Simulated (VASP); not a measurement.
Given:

```yaml
crystal:
  lattice:
    - [0.00000, 2.80174, 2.80174]
    - [2.80174, 0.00000, 2.80174]
    - [2.80174, 2.80174, 0.00000]
  atoms:
    - { symbol: Li, position: [0.25000, 0.25000, 0.25000] }
    - { symbol: Li, position: [0.75000, 0.75000, 0.75000] }
    - { symbol: S, position: [0.00000, 0.00000, 0.00000] }
```

The numbers are results of TPSS meta-GGA, VASP's PBE PAW potentials (set 64) (plane waves; VASP), not measurements. Settings: 520 eV cut-off, 7×7×7 Γ-centred mesh, Gaussian smearing of 0.050 eV, potentials Li_sv S.

Problem. Give the stress tensor in GPa (positive for a compressed cell).

Solution. 
```
1.59  0.00  0.00
0.00  1.59  0.00
0.00  0.00  1.59
```
The pressure is its mean diagonal, 1.59 GPa.

The compound is Li2S in the antifluorite structure. This cell is one point of a volume scan, at 0.97 of the reference volume.
